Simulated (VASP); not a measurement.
Given:

```
CELL_PARAMETERS angstrom
      0.00000     2.91215     2.91215
      2.91215     0.00000     2.91215
      2.91215     2.91215     0.00000
ATOMIC_POSITIONS crystal
  Mo 0.00000 0.00000 0.00000
  Si 0.25000 0.25000 0.25000
  Si 0.75000 0.75000 0.75000
```

All values below come from r2SCAN meta-GGA, VASP's PBE PAW potentials (set 64) (plane waves; VASP 6.6.1). Run with 400 eV cut-off, 10×10×10 Γ-centred mesh, tetrahedra with Blöchl corrections, potentials Mo_sv Si.

Predict the energy per atom (σ→0), band gap (over mesh and band path) with the smallest direct gap where there is one.

| Quantity | Result |
|---|---|
| band gap (over mesh and band path) | none (metal, semimetal or under 0.01 eV) |
| energy per atom (σ→0) | -1363.7 kJ/mol of atoms |

Total energies compare only between runs with the same potentials, cut-off and functional.

The structure was generated: Si2Mo was put into the fluorite type (Fm-3m), which need not be its known phase. It was relaxed first, which changed the volume by -12 %.
